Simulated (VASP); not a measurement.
A run of VASP 6.6.1 is set up as follows.

INCAR

```
SYSTEM = Be12H3N
PREC = Accurate ; ENCUT = 520
EDIFF = 1E-6 ; ISMEAR = -1
SIGMA = 0.05 ; LREAL = Auto
LASPH = .True. ; NELM = 100
ALGO = Fast ; ISIF = 2
LWAVE = .False. ; LCHARG = .False.
GGA = PS ; NBANDS = 30
```

Contents of KPOINTS:

```
Automatic mesh
0
Gamma
  6 6 1
  0 0 0
```

File POSCAR:

```
Be12H3N
1.0
    4.5800000000      0.0000000000      0.0000000000
    2.2900000000      3.9663960000      0.0000000000
    0.0000000000      0.0000000000     14.5884300000
Be N H
12 1 3
Direct
    0.0000000000      0.0000000000      0.0685475000
    0.5000000000      0.0000000000      0.0685475000
    0.0000000000      0.5000000000      0.0685475000
    0.5000000000      0.5000000000      0.0685475000
   -0.1674705131      0.3340267521      0.1934357500
    0.3340301799      0.3334367108      0.1934236267
   -0.1666634254      0.8333312031      0.1891562190
    0.3334448945      0.8325307559      0.1934231685
   -0.0012987469     -0.0004559580      0.3108310239
    0.5017607737     -0.0013354804      0.3108279919
   -0.0003970576      0.5017558799      0.3108302218
    0.5000066949      0.4999963656      0.3381385770
    0.5001781876      0.4998940760      0.4625709744
    0.2781184340      0.6977884940      0.4865910105
    0.5244101341      0.2777605333      0.4865525533
    0.6981461618      0.5240440220      0.4865344012
```

Potentials or basis: VASP PAW PBE potentials, release 64 (Be, N, H).

Command:

```console
$ cat potpaw_PBE.64/Be/POTCAR potpaw_PBE.64/N/POTCAR potpaw_PBE.64/H/POTCAR > POTCAR
$ mpirun -np 1 vasp_std > vasp.out
```

Question: What does it give for the largest force?

Answer: 0.207 eV/Å.

Question: Predict the band gap on the k mesh.

Answer: None (metal or under the smearing width).

Forces in eV/Å, atoms in the order of the input:
```
Be   0.058  0.035 -0.086
Be  -0.059  0.033 -0.086
Be   0.001 -0.068 -0.086
Be   0.000  0.000  0.207
Be  -0.004  0.002  0.000
Be   0.004  0.002  0.001
Be   0.000  0.000 -0.001
Be   0.000 -0.005  0.001
Be   0.000  0.000  0.014
Be   0.001  0.000  0.014
Be   0.000  0.000  0.015
Be   0.000  0.000 -0.005
N    0.000  0.000  0.038
H   -0.005  0.008 -0.009
H   -0.004 -0.008 -0.009
H    0.009  0.001 -0.009
```

Caveat: the PAW data sets were made with another functional, which shifts forces and pressure a little.
